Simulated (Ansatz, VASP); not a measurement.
# Te2Mo in two plane-wave programs

Aim: how closely do two programs agree when they are given the same cell, functional and k mesh? The cell is taken from a series of runs on this material, whose earlier steps may have relaxed, scaled, displaced or heated it; both programs get it as it stands.

Main program and level: Ansatz 0.2.0; plane waves, with VASP 6.6.1 beside it; zone-centre phonons at LDA.

### Step 1. Starting point

It takes space group P6_3/mmc (No. 194, hexagonal). The conventional cell has a = 3.475 Å, b = 3.475 Å, c = 14.004 Å, α = 90.00°, β = 90.00°, γ = 120.00°. Te has 3 Mo at 2.70 Å nearest. Nearest to Mo lie 6 Te at 2.70 Å. Farther neighbours and most contacts between anions are not listed.

Coordinates:

```cif
data_structure
_symmetry_space_group_name_H-M 'P 1'
_symmetry_Int_Tables_number 1
_cell_length_a 3.4746
_cell_length_b 3.4746
_cell_length_c 14.0044
_cell_angle_alpha 90.000
_cell_angle_beta 90.000
_cell_angle_gamma 120.000
_cell_volume 146.42
loop_
_atom_site_label
_atom_site_type_symbol
_atom_site_fract_x
_atom_site_fract_y
_atom_site_fract_z
_atom_site_occupancy
Te1 Te 0.33333 0.66667 0.62134 1
Te2 Te 0.66667 0.33333 0.12134 1
Te3 Te 0.33333 0.66667 0.87866 1
Te4 Te 0.66667 0.33333 0.37866 1
Mo5 Mo 0.33333 0.66667 0.25000 1
Mo6 Mo 0.66667 0.33333 0.75000 1
```

### Step 2. VASP: zone-centre phonons, LDA

Second derivatives magnify differences that forces hide, and they need a tight electronic threshold.

Lines of VASP's logs that name or quote its potential files are left out, and so is its time.

File INCAR:

```
SYSTEM = Te2Mo
PREC = Accurate
ENCUT = 500
EDIFF = 1E-08
NELM = 120
ISMEAR = 0
SIGMA = 0.01
LREAL = .FALSE.
ALGO = Normal
GGA = PW92
NBANDS = 32
LASPH = .TRUE.
LORBIT = 11
LWAVE = .FALSE.
LCHARG = .FALSE.
ISIF = 2
IBRION = 8
GGA_COMPAT = .FALSE.
EFERMI = MIDGAP
KPAR = 2
```

File POSCAR:

```
Te2Mo
1.0
    3.4746045667      0.0000000000      0.0000000000
   -1.7373022833      3.0090958229      0.0000000000
    0.0000000000      0.0000000000     14.0044139418
Te Mo
4 2
Direct
    0.3333333334      0.6666666668      0.6213357458
    0.6666666668      0.3333333334      0.1213357458
    0.3333333334      0.6666666668      0.8786642542
    0.6666666668      0.3333333334      0.3786642542
    0.3333333334      0.6666666668      0.2500000000
    0.6666666668      0.3333333334      0.7500000000
```

File KPOINTS:

```
Automatic mesh
0
Gamma
6 6 1
0 0 0
```

The projector-augmented-wave data sets are Te and Mo_sv (LDA family, release 64).

Launch:

```bash
$ mpirun -np 2 vasp_std
```

Numbers of over 12 decimals in the logs are rounded to 6 here.

Log:

```text
[banner, memory and clock lines left out]
running    2 mpi-ranks, on    1 nodes
 distrk:  each k-point on    1 cores,    2 groups
 distr:  one band on    1 cores,    1 groups

 POSCAR found type information on POSCAR TeMo
 POSCAR found :  2 types and       6 ions
|                                                                             |
|               ----> ADVICE to this user running VASP <----                  |
|                                                                             |
|     You enforced a specific xc type in the INCAR file but a different       |
|     [... a line on the potential file left out ...]
|     I HOPE YOU KNOW WHAT YOU ARE DOING!                                     |
|                                                                             |

 LDA part: xc-table for (Slater(with rela. corr.)+PW92), standard interpolation
 POSCAR, INCAR and KPOINTS ok, starting setup
 FFT: planning ... GRIDC
 FFT: planning ... GRID_SOFT
 FFT: planning ... GRID
 WAVECAR not read
 entering main loop
       N       E                     dE             d eps       ncg     rms          rms(c)
DAV:   1     0.419230161841E+03    0.41923E+03   -0.26560E+04   504   0.142E+03
DAV:   2    -0.183142832561E+02   -0.43754E+03   -0.42814E+03   568   0.351E+02
DAV:   3    -0.419621525051E+02   -0.23648E+02   -0.23374E+02   552   0.689E+01
DAV:   4    -0.425259119334E+02   -0.56376E+00   -0.56175E+00   520   0.108E+01
DAV:   5    -0.425429353108E+02   -0.17023E-01   -0.17016E-01   584   0.190E+00    0.233E+01
DAV:   6    -0.416287249157E+02    0.91421E+00   -0.71432E+00   536   0.145E+01    0.880E+00
DAV:   7    -0.415536554321E+02    0.75069E-01   -0.63747E+00   520   0.111E+01    0.625E+00
DAV:   8    -0.411807215149E+02    0.37293E+00   -0.15370E+00   560   0.596E+00    0.288E+00
DAV:   9    -0.411827943012E+02   -0.20728E-02   -0.17398E-01   576   0.194E+00    0.125E+00
DAV:  10    -0.411751560249E+02    0.76383E-02   -0.48020E-02   568   0.121E+00    0.297E-01
DAV:  11    -0.411752555377E+02   -0.99513E-04   -0.24161E-03   544   0.238E-01    0.268E-01
DAV:  12    -0.411752350013E+02    0.20536E-04   -0.28108E-04   568   0.736E-02    0.165E-01
DAV:  13    -0.411751845730E+02    0.50428E-04   -0.16398E-04   544   0.724E-02    0.666E-02
DAV:  14    -0.411751826821E+02    0.18909E-05   -0.99690E-06   600   0.136E-02    0.436E-02
DAV:  15    -0.411751824090E+02    0.27313E-06   -0.91748E-07   528   0.441E-03    0.257E-02
DAV:  16    -0.411751818184E+02    0.59060E-06   -0.11807E-06   584   0.567E-03    0.132E-02
DAV:  17    -0.411751816828E+02    0.13563E-06   -0.47232E-07   576   0.312E-03    0.259E-03
DAV:  18    -0.411751816678E+02    0.14993E-07   -0.43246E-08   488   0.992E-04    0.129E-03
DAV:  19    -0.411751816653E+02    0.24538E-08   -0.14109E-08   344   0.640E-04
   1 F= -.41175182E+02 E0= -.41175182E+02  d E =0.000000E+00
 Linear response reoptimize wavefunctions to high precision
DAV:   1    -0.411751816658E+02   -0.42019E-09   -0.52178E-09   440   0.258E-04
DAV:   2    -0.411751816658E+02   -0.90040E-10   -0.26616E-10   312   0.851E-05
 Linear response DOF=           4
 Linear response progress:
  Degree of freedom:   1/  4
       N       E                     dE             d eps       ncg     rms          rms(c)
RMM:   1    -0.418892338603E-01   -0.41889E-01   -0.12519E-02  3019   0.822E-01
RMM:   2    -0.380155623402E-01    0.38737E-02   -0.48978E-03  2105   0.258E-01    0.725E-02
RMM:   3    -0.380507482070E-01   -0.35186E-04   -0.44178E-04  2286   0.629E-02    0.426E-02
RMM:   4    -0.380551675365E-01   -0.44193E-05   -0.48571E-05  2342   0.195E-02    0.249E-02
RMM:   5    -0.380660135515E-01   -0.10846E-04   -0.79693E-06  2203   0.143E-02    0.239E-03
RMM:   6    -0.380597455595E-01    0.62680E-05   -0.21146E-06  2250   0.414E-03    0.113E-03
RMM:   7    -0.380568215988E-01    0.29240E-05   -0.12619E-07  2418   0.194E-03    0.476E-04
RMM:   8    -0.380569683002E-01   -0.14670E-06    0.44128E-09  2374   0.626E-04    0.333E-04
RMM:   9    -0.380568681852E-01    0.10011E-06    0.54316E-07  2510   0.340E-04    0.103E-04
RMM:  10    -0.380568783030E-01   -0.10118E-07    0.34283E-07  2540   0.247E-04    0.229E-05
RMM:  11    -0.380568684563E-01    0.98467E-08   -0.10512E-08  2506   0.205E-04    0.142E-05
 first order change of Fermi-energy   0.30435E-04
 force on displaced ion       1 direction 1 :  -6.959   0.000   0.000
 Linear response progress:
  Degree of freedom:   2/  4
       N       E                     dE             d eps       ncg     rms          rms(c)
RMM:   1    -0.886605113646E-01   -0.88661E-01    0.19029E-02  1119   0.100E+00
RMM:   2    -0.823296592594E-01    0.63309E-02   -0.63276E-03   713   0.295E-01    0.210E-01
RMM:   3    -0.821956596775E-01    0.13400E-03   -0.11564E-03   708   0.138E-01    0.170E-01
[...]
RMM:  33    -0.821704910097E-01   -0.21150E-07   -0.28675E-07   465   0.296E-04    0.691E-07
RMM:  34    -0.821704892852E-01    0.17245E-08    0.18264E-07   464   0.296E-04    0.514E-07
RMM:  35    -0.821704762863E-01    0.12999E-07    0.10332E-06   468   0.296E-04    0.406E-07
RMM:  36    -0.821704882839E-01   -0.11998E-07    0.69780E-08   468   0.296E-04    0.606E-07
RMM:  37    -0.821704820530E-01    0.62309E-08    0.78828E-07   467   0.296E-04    0.128E-06
RMM:  38    -0.821704844337E-01   -0.23807E-08    0.58808E-07   466   0.296E-04    0.778E-07
RMM:  39    -0.821704858616E-01   -0.14280E-08    0.36907E-07   469   0.296E-04    0.700E-07
RMM:  40    -0.821704986034E-01   -0.12742E-07    0.13809E-07   472   0.296E-04    0.141E-06
RMM:  41    -0.821704749597E-01    0.23644E-07    0.21851E-06   463   0.296E-04    0.859E-07
RMM:  42    -0.821704941830E-01   -0.19223E-07    0.99533E-08   464   0.296E-04    0.496E-07
RMM:  43    -0.821704696830E-01    0.24500E-07    0.62240E-07   464   0.296E-04    0.849E-07
RMM:  44    -0.821704872309E-01   -0.17548E-07   -0.32796E-07   462   0.296E-04    0.152E-06
RMM:  45    -0.821704925881E-01   -0.53572E-08    0.37222E-07   463   0.296E-04    0.646E-07
RMM:  46    -0.821704738110E-01    0.18777E-07    0.63427E-07   465   0.296E-04    0.671E-07
[...]
RMM:  54    -0.821704830040E-01    0.20517E-08    0.44165E-07   465   0.296E-04    0.216E-06
RMM:  55    -0.821704741996E-01    0.88044E-08    0.26495E-06   464   0.296E-04    0.178E-06
RMM:  56    -0.821704891382E-01   -0.14939E-07    0.12648E-07   464   0.296E-04    0.579E-07
RMM:  57    -0.821704654670E-01    0.23671E-07    0.10874E-06   465   0.296E-04    0.865E-07
RMM:  58    -0.821704913115E-01   -0.25844E-07   -0.32792E-07   464   0.296E-04    0.720E-07
RMM:  59    -0.821704813013E-01    0.10010E-07    0.72236E-07   465   0.296E-04    0.679E-07
RMM:  60    -0.821704836702E-01   -0.23688E-08    0.51475E-07   464   0.296E-04    0.104E-06
RMM:  61    -0.821704833664E-01    0.30379E-09   -0.10409E-08   465   0.296E-04    0.474E-07
 first order change of Fermi-energy   0.37817E+00
 force on displaced ion       1 direction 3 :  -0.000  -0.000 -12.841
 Linear response progress:
  Degree of freedom:   3/  4
       N       E                     dE             d eps       ncg     rms          rms(c)
RMM:   1    -0.857912385850E+00   -0.85791E+00    0.33493E-01  1379   0.221E+01
RMM:   2    -0.682450907940E+00    0.17546E+00   -0.30325E-01  1802   0.318E+00    0.130E-01
RMM:   3    -0.688899567772E+00   -0.64487E-02   -0.21784E-02  2324   0.729E-01    0.683E-02
RMM:   4    -0.688496859852E+00    0.40271E-03   -0.58198E-04  2665   0.125E-01    0.347E-02
RMM:   5    -0.688332217278E+00    0.16464E-03   -0.86836E-05  2595   0.347E-02    0.683E-03
RMM:   6    -0.688346657220E+00   -0.14440E-04   -0.61491E-05  2588   0.146E-02    0.342E-03
RMM:   7    -0.688364295465E+00   -0.17638E-04   -0.34976E-05  2592   0.677E-03    0.111E-03
RMM:   8    -0.688378886097E+00   -0.14591E-04   -0.20879E-05  2692   0.347E-03    0.487E-04
RMM:   9    -0.688382084517E+00   -0.31984E-05   -0.97416E-06  2790   0.183E-03    0.289E-04
RMM:  10    -0.688382809698E+00   -0.72518E-06   -0.64283E-06  2722   0.118E-03    0.123E-04
RMM:  11    -0.688383485439E+00   -0.67574E-06   -0.37847E-06  2750   0.861E-04    0.437E-05
RMM:  12    -0.688383752801E+00   -0.26736E-06   -0.24952E-06  2887   0.693E-04    0.303E-05
RMM:  13    -0.688383894613E+00   -0.14181E-06   -0.18167E-06  2859   0.602E-04    0.176E-05
RMM:  14    -0.688384002103E+00   -0.10749E-06   -0.13202E-06  2742   0.555E-04    0.850E-06
RMM:  15    -0.688383996337E+00    0.57653E-08   -0.10870E-06  2864   0.520E-04    0.553E-06
RMM:  16    -0.688384007500E+00   -0.11162E-07   -0.89805E-07  2980   0.501E-04    0.633E-06
RMM:  17    -0.688383997509E+00    0.99907E-08   -0.78664E-07  2266   0.491E-04    0.735E-06
RMM:  18    -0.688383999419E+00   -0.19096E-08   -0.68803E-07  1998   0.485E-04    0.846E-06
RMM:  19    -0.688383996115E+00    0.33039E-08   -0.75737E-07  1736   0.482E-04    0.888E-06
RMM:  20    -0.688384010473E+00   -0.14358E-07   -0.63059E-07  2567   0.482E-04    0.696E-06
RMM:  21    -0.688384004243E+00    0.62299E-08   -0.64714E-07  2347   0.479E-04    0.829E-06
 first order change of Fermi-energy  -0.22806E-03
 force on displaced ion       5 direction 1 : -14.518  -0.008   0.000
 Linear response progress:
  Degree of freedom:   4/  4
       N       E                     dE             d eps       ncg     rms          rms(c)
RMM:   1    -0.994880036794E+00   -0.99488E+00    0.71876E-01   518   0.223E+01
RMM:   2    -0.821314822083E+00    0.17357E+00   -0.30674E-01   649   0.285E+00    0.154E-01
RMM:   3    -0.826988751885E+00   -0.56739E-02   -0.22105E-02   736   0.652E-01    0.806E-02
RMM:   4    -0.826316243714E+00    0.67251E-03   -0.85156E-04   818   0.111E-01    0.416E-02
RMM:   5    -0.826050148943E+00    0.26609E-03   -0.50170E-04   857   0.306E-02    0.122E-02
RMM:   6    -0.825972289422E+00    0.77860E-04   -0.33295E-05   833   0.106E-02    0.386E-03
RMM:   7    -0.825999027509E+00   -0.26738E-04   -0.38294E-05   811   0.460E-03    0.136E-03
RMM:   8    -0.826003533629E+00   -0.45061E-05   -0.78925E-06   874   0.249E-03    0.612E-04
RMM:   9    -0.826002444103E+00    0.10895E-05   -0.23145E-05   810   0.144E-03    0.258E-04
RMM:  10    -0.826001819771E+00    0.62433E-06   -0.11371E-05   890   0.105E-03    0.576E-05
RMM:  11    -0.826002202978E+00   -0.38321E-06   -0.12635E-05   931   0.904E-04    0.315E-05
RMM:  12    -0.826002455680E+00   -0.25270E-06   -0.12836E-05   885   0.865E-04    0.209E-05
RMM:  13    -0.826002667488E+00   -0.21181E-06   -0.13977E-05   894   0.831E-04    0.901E-06
RMM:  14    -0.826002514512E+00    0.15298E-06   -0.13144E-05   945   0.815E-04    0.134E-05
[...]
RMM:  43    -0.826002522023E+00   -0.10153E-09   -0.12751E-05   487   0.801E-04    0.180E-06
RMM:  44    -0.826002627880E+00   -0.10586E-06   -0.13800E-05   488   0.801E-04    0.166E-06
RMM:  45    -0.826002519081E+00    0.10880E-06   -0.12577E-05   487   0.801E-04    0.111E-06
RMM:  46    -0.826002542939E+00   -0.23858E-07   -0.12930E-05   487   0.801E-04    0.259E-06
RMM:  47    -0.826002527348E+00    0.15590E-07   -0.13390E-05   488   0.801E-04    0.218E-06
RMM:  48    -0.826002516588E+00    0.10760E-07   -0.12738E-05   487   0.801E-04    0.185E-06
RMM:  49    -0.826002693087E+00   -0.17650E-06   -0.14332E-05   487   0.801E-04    0.207E-06
RMM:  50    -0.826002522019E+00    0.17107E-06   -0.13569E-05   488   0.801E-04    0.196E-06
 first order change of Fermi-energy   0.49865E-05
 force on displaced ion       5 direction 3 :   0.000  -0.000 -22.147
 Linear response finished
```

(Part 1 of 3 ends here.)

[Lines on the potential files, build, host, timing and source positions are cut from VASP's logs without a mark.]

[Logs are printed without paths, hosts, clocks, repeated set-up lines and the standing remarks that a program may print on its own settings, such as how far it seeks lower states.]

[Hosts, paths, dates, database ids (printed as entryN), source tags and the programs' standing remarks are cut or masked in the printed files.]
